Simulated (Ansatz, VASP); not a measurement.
# BSe: VASP beside Ansatz, part 2 of 3

One calculation is typed for both programs; each brings its own data sets. How far apart do they land? The cell is generated by rule, not measured, and may not be a known phase. The cell is taken from a series of runs on this material, whose earlier steps may have relaxed, scaled, displaced or heated it; both programs get it as it stands.

VASP 6.6.1 and Ansatz 0.2.0.

So far: Set-up; Ansatz: zone-centre phonons, PBEsol.

**3. VASP: zone-centre phonons, PBEsol**

Level of this step: PBEsol; plane waves and PAW (B, Se); invented cell (VASP).

The same cell, functional and mesh now go to VASP, with its own data sets.

Lines of VASP's logs that name or quote its potential files are left out, and so is its time.

File INCAR:

```
SYSTEM = BSe
PREC = Accurate
ENCUT = 500
EDIFF = 1E-08
NELM = 120
ISMEAR = 0
SIGMA = 0.01
LREAL = .FALSE.
ALGO = Normal
GGA = PS
NBANDS = 15
LORBIT = 11
LWAVE = .FALSE.
LCHARG = .FALSE.
ISIF = 2
IBRION = 8
LEPSILON = .TRUE.
LASPH = .TRUE.
GGA_COMPAT = .FALSE.
EFERMI = MIDGAP
KPAR = 2
```

File POSCAR:

```
BSe
1.0
    1.6192364932      0.9348666252      7.3170527374
   -1.6192364932      0.9348666252      7.3170527374
    0.0000000000     -1.8697332504      7.3170527374
B Se
2 2
Direct
    0.9617314164      0.9617314164      0.9617314164
    0.0382685836      0.0382685836      0.0382685836
    0.2530146411      0.2530146411      0.2530146411
    0.7469853589      0.7469853589      0.7469853589
```

File KPOINTS:

```
Automatic mesh
0
Gamma
9 9 9
0 0 0
```

Potentials, in the order of the species: B and Se (PBE family, release 64).

The run is started by

```bash
> mpirun -np 2 vasp_std
```

Log:

```text
[banner, memory and clock lines left out]
running    2 mpi-ranks, on    1 nodes
 distrk:  each k-point on    1 cores,    2 groups
 distr:  one band on    1 cores,    1 groups

 POSCAR found type information on POSCAR B Se
 POSCAR found :  2 types and       4 ions
|                                                                             |
|               ----> ADVICE to this user running VASP <----                  |
|                                                                             |
|     You enforced a specific xc type in the INCAR file but a different       |
|     [... a line on the potential file left out ...]
|     I HOPE YOU KNOW WHAT YOU ARE DOING!                                     |
|                                                                             |

 LDA part: xc-table for (Slater+PW92), standard interpolation
 POSCAR, INCAR and KPOINTS ok, starting setup
 FFT: planning ... GRIDC
 FFT: planning ... GRID_SOFT
 FFT: planning ... GRID
 WAVECAR not read
 entering main loop
       N       E                     dE             d eps       ncg     rms          rms(c)
DAV:   1     0.606861983195E+02    0.60686E+02   -0.74508E+03  2550   0.997E+02
DAV:   2    -0.199418187951E+02   -0.80628E+02   -0.76091E+02  3476   0.169E+02
DAV:   3    -0.239276118410E+02   -0.39858E+01   -0.39650E+01  3474   0.409E+01
DAV:   4    -0.239625109613E+02   -0.34899E-01   -0.34886E-01  3110   0.418E+00
DAV:   5    -0.239629222981E+02   -0.41134E-03   -0.41129E-03  3425   0.439E-01    0.911E+00
DAV:   6    -0.225292201842E+02    0.14337E+01   -0.22446E+00  2788   0.118E+01    0.394E+00
DAV:   7    -0.224670705740E+02    0.62150E-01   -0.88251E-01  3355   0.524E+00    0.219E+00
DAV:   8    -0.224404802436E+02    0.26590E-01   -0.53415E-02  2928   0.151E+00    0.713E-01
DAV:   9    -0.224401200313E+02    0.36021E-03   -0.87993E-03  3166   0.662E-01    0.133E-01
DAV:  10    -0.224401386411E+02   -0.18610E-04   -0.10098E-03  2879   0.209E-01    0.216E-02
DAV:  11    -0.224401467666E+02   -0.81255E-05   -0.44012E-05  3453   0.457E-02    0.121E-02
DAV:  12    -0.224401535954E+02   -0.68287E-05   -0.89258E-06  2886   0.190E-02    0.517E-03
DAV:  13    -0.224401544736E+02   -0.87822E-06   -0.74757E-07  3460   0.550E-03    0.198E-03
DAV:  14    -0.224401546973E+02   -0.22375E-06   -0.35753E-07  3047   0.339E-03    0.748E-04
DAV:  15    -0.224401547024E+02   -0.51235E-08   -0.18089E-08  2895   0.990E-04
   1 F= -.22440155E+02 E0= -.22440155E+02  d E =0.000000E+00
 Linear response reoptimize wavefunctions to high precision
DAV:   1    -0.224401547046E+02   -0.21724E-08   -0.91356E-09  3201   0.557E-04
DAV:   2    -0.224401547046E+02   -0.35925E-10   -0.24801E-10  1856   0.103E-04
 Linear response G [H, r] |phi>, progress :
  Direction:   1
       N       E                     dE             d eps       ncg     rms
RMM:   1    -0.101466093692E+03   -0.10147E+03   -0.13765E+02  6303   0.696E+01
RMM:   2    -0.754371867112E+02    0.26029E+02   -0.97822E+00  4281   0.187E+01
RMM:   3    -0.754891195555E+02   -0.51933E-01   -0.17770E-01  4497   0.220E+00
RMM:   4    -0.754903168793E+02   -0.11973E-02   -0.50097E-03  4736   0.394E-01
RMM:   5    -0.754903831033E+02   -0.66224E-04   -0.17829E-04  4773   0.660E-02
RMM:   6    -0.754903851423E+02   -0.20390E-05   -0.75229E-06  4811   0.125E-02
RMM:   7    -0.754903852486E+02   -0.10630E-06   -0.12147E-06  4710   0.265E-03
RMM:   8    -0.754903852791E+02   -0.30565E-07   -0.43778E-06  4483   0.718E-04
RMM:   9    -0.754903850640E+02    0.21514E-06   -0.59326E-06  3716   0.348E-04
RMM:  10    -0.754903853065E+02   -0.24246E-06    0.75096E-06  3096   0.278E-04
RMM:  11    -0.754903851185E+02    0.18792E-06   -0.12947E-05  2798   0.270E-04
RMM:  12    -0.754903852432E+02   -0.12467E-06    0.90733E-05  2649   0.271E-04
RMM:  13    -0.754903852624E+02   -0.19171E-07    0.34490E-05  2390   0.269E-04
 Linear response G [H, r] |phi>, progress :
  Direction:   2
       N       E                     dE             d eps       ncg     rms
RMM:   1    -0.935463917055E+02   -0.93546E+02   -0.65295E+01  6283   0.695E+01
RMM:   2    -0.695653609059E+02    0.23981E+02   -0.98375E+00  4293   0.188E+01
RMM:   3    -0.696030703400E+02   -0.37709E-01   -0.17343E-01  4483   0.219E+00
RMM:   4    -0.696038301646E+02   -0.75982E-03   -0.44133E-03  4770   0.381E-01
RMM:   5    -0.696038910603E+02   -0.60896E-04   -0.15156E-04  4753   0.645E-02
RMM:   6    -0.696038942658E+02   -0.32055E-05   -0.36220E-07  4815   0.126E-02
RMM:   7    -0.696038946605E+02   -0.39465E-06    0.15337E-05  4754   0.266E-03
RMM:   8    -0.696038945686E+02    0.91844E-07    0.19750E-05  4594   0.746E-04
RMM:   9    -0.696038948725E+02   -0.30394E-06   -0.10707E-05  3821   0.363E-04
RMM:  10    -0.696038950951E+02   -0.22255E-06   -0.62452E-06  3165   0.293E-04
[...]
RMM:   1    -0.143272466436E+01   -0.14327E+01   -0.69300E+00 12597   0.464E+00
RMM:   2    -0.147936658361E+01   -0.46642E-01   -0.39979E-02 10234   0.787E-01    0.219E+00
RMM:   3    -0.143226355310E+01    0.47103E-01   -0.45421E-02 10632   0.108E+00    0.122E+00
RMM:   4    -0.149610541055E+01   -0.63842E-01   -0.45727E-02 10553   0.113E+00    0.178E-01
RMM:   5    -0.151172250112E+01   -0.15617E-01   -0.12337E-03 10927   0.206E-01    0.234E-02
[...]
RMM:   7    -0.683392649437E+00   -0.12734E-02   -0.75024E-05  4480   0.507E-02    0.199E-02
RMM:   8    -0.683635293440E+00   -0.24264E-03   -0.33407E-06  4334   0.181E-02    0.175E-03
RMM:   9    -0.683700183224E+00   -0.64890E-04    0.57990E-07  4743   0.305E-03    0.103E-03
RMM:  10    -0.683747067757E+00   -0.46885E-04   -0.77198E-07  4428   0.205E-03    0.452E-04
RMM:  11    -0.683743559910E+00    0.35078E-05    0.21675E-07  4735   0.349E-04    0.761E-05
RMM:  12    -0.683744129853E+00   -0.56994E-06    0.95547E-07  4007   0.191E-04    0.239E-05
RMM:  13    -0.683743861417E+00    0.26844E-06    0.25958E-07  2705   0.623E-05    0.840E-06
 change of polarisation eV/A/(eV/A) component  3 :    -0.034     0.079     1.253
 dielectric tensor                  component  3 :    -0.092     0.215     4.412
 Linear response DOF=           4
 Linear response progress:
  Degree of freedom:   1/  4
       N       E                     dE             d eps       ncg     rms          rms(c)
RMM:   1    -0.405388283309E-01   -0.40539E-01    0.10858E-03 26486   0.113E+00
RMM:   2    -0.372465903841E-01    0.32922E-02   -0.16986E-03 17766   0.251E-01    0.124E-01
RMM:   3    -0.372806320660E-01   -0.34042E-04   -0.19242E-04 18700   0.731E-02    0.666E-02
RMM:   4    -0.375486776145E-01   -0.26805E-03   -0.16868E-04 18080   0.670E-02    0.935E-03
RMM:   5    -0.374985976237E-01    0.50080E-04   -0.34816E-06 19846   0.110E-02    0.130E-03
RMM:   6    -0.374973649046E-01    0.12327E-05   -0.11297E-07 20065   0.136E-03    0.608E-04
RMM:   7    -0.374943876859E-01    0.29772E-05    0.15025E-07 20041   0.604E-04    0.904E-05
RMM:   8    -0.374950261078E-01   -0.63842E-06    0.17013E-07 20415   0.130E-04    0.308E-05
RMM:   9    -0.374949217107E-01    0.10440E-06   -0.85617E-09 20364   0.552E-05    0.678E-06
RMM:  10    -0.374949392659E-01   -0.17555E-07   -0.29534E-08 20059   0.187E-05    0.197E-06
RMM:  11    -0.374949330096E-01    0.62563E-08    0.52154E-09 18933   0.837E-06    0.649E-07
 first order change of Fermi-energy  -0.27070E-04
 force on displaced ion       1 direction 1 : -12.016  -0.001   0.000
 Born effective charge ion    1 direction 1 :   0.901  -0.001   0.000
 Linear response progress:
  Degree of freedom:   2/  4
       N       E                     dE             d eps       ncg     rms          rms(c)
RMM:   1    -0.571418473341E-01   -0.57142E-01    0.57473E-03  6470   0.127E+00
RMM:   2    -0.506380839228E-01    0.65038E-02   -0.42865E-03  4122   0.370E-01    0.155E-01
RMM:   3    -0.503702139338E-01    0.26787E-03   -0.72436E-04  4126   0.130E-01    0.792E-02
RMM:   4    -0.504836367172E-01   -0.11342E-03   -0.11115E-04  4320   0.559E-02    0.305E-02
RMM:   5    -0.505897648035E-01   -0.10613E-03   -0.18654E-05  4354   0.241E-02    0.521E-03
RMM:   6    -0.505921329131E-01   -0.23681E-05   -0.77734E-07  4529   0.466E-03    0.175E-03
RMM:   7    -0.505863198790E-01    0.58130E-05   -0.17326E-07  4492   0.224E-03    0.479E-04
RMM:   8    -0.505874763856E-01   -0.11565E-05   -0.36291E-08  4525   0.608E-04    0.190E-04
RMM:   9    -0.505871475704E-01    0.32882E-06   -0.98242E-09  4517   0.243E-04    0.482E-05
RMM:  10    -0.505872805470E-01   -0.13298E-06   -0.81758E-09  4665   0.722E-05    0.147E-05
RMM:  11    -0.505872941241E-01   -0.13577E-07   -0.65751E-09  4562   0.287E-05    0.488E-06
RMM:  12    -0.505872973460E-01   -0.32219E-08    0.18981E-08  4588   0.153E-05    0.156E-06
 first order change of Fermi-energy  -0.22532E+01
 force on displaced ion       1 direction 3 :   0.000  -0.000 -27.374
 Born effective charge ion    1 direction 3 :   0.000   0.000   0.048
 Linear response progress:
  Degree of freedom:   3/  4
       N       E                     dE             d eps       ncg     rms          rms(c)
RMM:   1    -0.723242145529E-01   -0.72324E-01    0.51381E-02 26332   0.160E+00
RMM:   2    -0.708995550635E-01    0.14247E-02   -0.18946E-03 17582   0.287E-01    0.123E-01
RMM:   3    -0.710136078797E-01   -0.11405E-03   -0.54495E-05 19318   0.447E-02    0.696E-02
RMM:   4    -0.713149662124E-01   -0.30136E-03   -0.36017E-05 18918   0.381E-02    0.572E-03
RMM:   5    -0.712856467253E-01    0.29319E-04   -0.26980E-07 20253   0.559E-03    0.235E-03
RMM:   6    -0.712767532388E-01    0.88935E-05    0.30405E-07 20060   0.121E-03    0.884E-04
RMM:   7    -0.712798070664E-01   -0.30538E-05    0.18366E-07 19705   0.545E-04    0.131E-04
RMM:   8    -0.712796428295E-01    0.16424E-06    0.95951E-08 20520   0.140E-04    0.278E-05
RMM:   9    -0.712794642810E-01    0.17855E-06    0.88227E-08 19953   0.567E-05    0.529E-06
RMM:  10    -0.712795526725E-01   -0.88391E-07    0.71992E-09 20356   0.187E-05    0.270E-06
RMM:  11    -0.712795596283E-01   -0.69559E-08    0.97535E-09 18664   0.138E-05    0.385E-07
 first order change of Fermi-energy   0.54297E-04
 force on displaced ion       3 direction 1 : -10.919  -0.003   0.000
 Born effective charge ion    3 direction 1 :  -0.953   0.001  -0.000
 Linear response progress:
  Degree of freedom:   4/  4
       N       E                     dE             d eps       ncg     rms          rms(c)
RMM:   1    -0.115151196299E+00   -0.11515E+00    0.54091E-02  5642   0.163E+00
RMM:   2    -0.111584996371E+00    0.35662E-02   -0.26053E-03  4170   0.319E-01    0.102E-01
RMM:   3    -0.111125890262E+00    0.45911E-03   -0.22434E-04  4309   0.812E-02    0.519E-02
RMM:   4    -0.110886809035E+00    0.23908E-03   -0.11772E-04  4415   0.551E-02    0.181E-02
RMM:   5    -0.110864425462E+00    0.22384E-04   -0.17004E-05  4621   0.198E-02    0.753E-03
RMM:   6    -0.110897316296E+00   -0.32891E-04   -0.16844E-06  4500   0.574E-03    0.164E-03
RMM:   7    -0.110893388093E+00    0.39282E-05    0.22330E-08  4544   0.118E-03    0.557E-04
RMM:   8    -0.110894098581E+00   -0.71049E-06   -0.17623E-08  4574   0.469E-04    0.201E-04
RMM:   9    -0.110894056551E+00    0.42030E-07    0.54181E-10  4520   0.206E-04    0.601E-05
RMM:  10    -0.110894310631E+00   -0.25408E-06   -0.32316E-09  4654   0.946E-05    0.214E-05
RMM:  11    -0.110894448970E+00   -0.13834E-06    0.12504E-08  4372   0.470E-05    0.962E-06
RMM:  12    -0.110894469354E+00   -0.20384E-07    0.13551E-08  4714   0.235E-05    0.220E-06
RMM:  13    -0.110894470013E+00   -0.65896E-09    0.20762E-08  4407   0.120E-05    0.118E-06
 first order change of Fermi-energy   0.13227E+01
 force on displaced ion       3 direction 3 :   0.000   0.000 -13.013
 Born effective charge ion    3 direction 3 :   0.000   0.000  -0.048
 Born effective charges drift removed
 Linear response finished
```

[end of part 2 of 3]

[Lines on the potential files, build, host, timing and source positions are cut from VASP's logs without a mark.]

[Logs are printed without paths, hosts, clocks, repeated set-up lines and the standing remarks that a program may print on its own settings, such as how far it seeks lower states.]

[Hosts, paths, dates, database ids (printed as entryN), source tags and the programs' standing remarks are cut or masked in the printed files.]
